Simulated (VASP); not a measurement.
TlGaSe2, 8 atoms in the cell. The cell holds a amorphous, 8 atoms: a = 5.642 Å, b = 5.753 Å, c = 6.703 Å, α = 76.84°, β = 89.50°, γ = 89.38°. The cell was built by a generator and needn't be a form met in nature.

```yaml
Program: VASP 6.6.1
Task: single point
Functional: PBE
Potentials_or_basis: VASP PAW PBE potentials, release 64 (Tl_d, Ga_d, Se)
Cutoff: 520 eV
k_mesh: 3 × 3 × 2
Occupations: fermi-dirac, width 0.05 eV
Spin: no spin polarisation
Dipole_correction: no
Further_INCAR_settings: ALGO = Fast; EDIFF = 1e-06; NBANDS = 48
```

Potentials or basis: VASP PAW PBE potentials, release 64 (Tl_d, Ga_d, Se).

Launch:

```console
$ cat potpaw_PBE.64/Tl_d/POTCAR potpaw_PBE.64/Ga_d/POTCAR potpaw_PBE.64/Se/POTCAR > POTCAR
$ mpirun -np 1 vasp_std > vasp.out
```

Hardware: 1 thread of Intel(R) Xeon(R) 6975P-C (Granite Rapids), on a shared host.

Q: Estimate the wall time of this run.

A: Wall time 74 s on 1 thread of Intel(R) Xeon(R) 6975P-C (Granite Rapids), on a shared host, peak memory 0.35 GiB. Counts: scf iterations 15, k points 10.
